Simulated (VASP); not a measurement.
Here is the system:

```
CELL_PARAMETERS angstrom
      2.75080     0.00000     0.00000
      0.00000     2.75080     0.00000
      0.00000     0.00000     3.94599
ATOMIC_POSITIONS crystal
  Ti 0.00000 0.00000 0.00000
  Al 0.50000 0.50000 0.50000
```

Level of theory: revTPSS meta-GGA, VASP's PBE PAW potentials (set 64) (plane waves; VASP). Run with 520 eV cut-off, 13×13×9 Γ-centred mesh, first-order Methfessel-Paxton smearing of 0.10 eV, potentials Ti_sv Al.

Give the stress tensor in GPa (positive for a compressed cell).

```
8.45  0.00  0.00
0.00  8.45  0.00
0.00  0.00  8.40
```
The pressure is its mean diagonal, 8.44 GPa.

The compound is TiAl in the L1_0 structure. This cell is one point of a volume scan, at 0.94 of the reference volume. The electron count is odd and the run is not spin-polarised, which forces a metal.
